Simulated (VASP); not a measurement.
Given:

```xyz
8
Lattice="4.4100 0.0000 0.0000 0.0000 4.4100 0.0000 0.0000 0.0000 4.4100" Properties=species:S:1:pos:R:3 pbc="T T T"
Mn     3.8005     2.8145     1.5955
Mn     1.5955     3.8005     2.8145
Mn     0.6095     0.6095     0.6095
Mn     2.8145     1.5955     3.8005
Si     0.6800     1.5250     2.8850
Si     2.8850     0.6800     1.5250
Si     3.7300     3.7300     3.7300
Si     1.5250     2.8850     0.6800
```
Starting moments (μB, in the order of the record's atoms Mn Mn Mn Mn Si Si Si Si): 0.9 0.9 0.9 0.9 0.0 0.0 0.0 0.0.

Method: PBEsol GGA, VASP's PBE PAW potentials (set 64) (plane waves; VASP 6.6.1). Run with 500 eV cut-off, 7×7×7 Γ-centred mesh, first-order Methfessel-Paxton smearing of 0.10 eV, potentials Mn_pv Si.

Energy and stress use the plane-wave basis of the starting cell. The moments were started parallel, and other spin orders were not tried in this run.

The ions, cell shape and volume at an external pressure of 20.0 GPa are relaxed. What does this cell relax into?

```xyz
8
Lattice="4.3561 0.0000 0.0000 0.0000 4.3561 0.0000 0.0000 0.0000 4.3561" Properties=species:S:1:pos:R:3 pbc="T T T"
Mn     3.7490     2.7851     1.5710
Mn     1.5710     3.7490     2.7851
Mn     0.6071     0.6071     0.6071
Mn     2.7851     1.5710     3.7490
Si     0.6704     1.5076     2.8484
Si     2.8484     0.6704     1.5076
Si     3.6857     3.6857     3.6857
Si     1.5076     2.8484     0.6704
```
Space group P2_13 (198), at a tolerance of 0.03 Å. The cell ends with 2.58 μB, on the sites 0.67 0.67 0.67 0.67 -0.03 -0.03 -0.03 -0.03 μB.

How do energy and volume change from the first to the last step?

The energy (σ→0) changes by +36.3 meV/atom and the volume by -3.6 %, in 7 ionic steps.

```json
[
 {"step": "1", "E(σ→0) (eV)": "-66.1860", "max force (eV/Å)": "0.018", "pressure (GPa)": "9.93", "volume (Å³)": "85.77"},
 {"step": "2", "E(σ→0) (eV)": "-64.9404", "max force (eV/Å)": "0.455", "pressure (GPa)": "42.52", "volume (Å³)": "77.67"},
 {"step": "3", "E(σ→0) (eV)": "-65.9098", "max force (eV/Å)": "0.169", "pressure (GPa)": "19.82", "volume (Å³)": "82.80"},
 {"step": "4", "E(σ→0) (eV)": "-65.9025", "max force (eV/Å)": "0.172", "pressure (GPa)": "20.01", "volume (Å³)": "82.74"},
 {"step": "5", "E(σ→0) (eV)": "-65.8967", "max force (eV/Å)": "0.023", "pressure (GPa)": "20.01", "volume (Å³)": "82.67"},
 {"step": "6", "E(σ→0) (eV)": "-65.8956", "max force (eV/Å)": "0.020", "pressure (GPa)": "20.03", "volume (Å³)": "82.66"},
 {"step": "7", "E(σ→0) (eV)": "-65.8954", "max force (eV/Å)": "0.020", "pressure (GPa)": "20.01", "volume (Å³)": "82.66"}
]
```

The compound is MnSi in the B20 structure. This run relaxes it under an external pressure of 20 GPa. Symmetry was kept, so distortions that lower it aren't found.
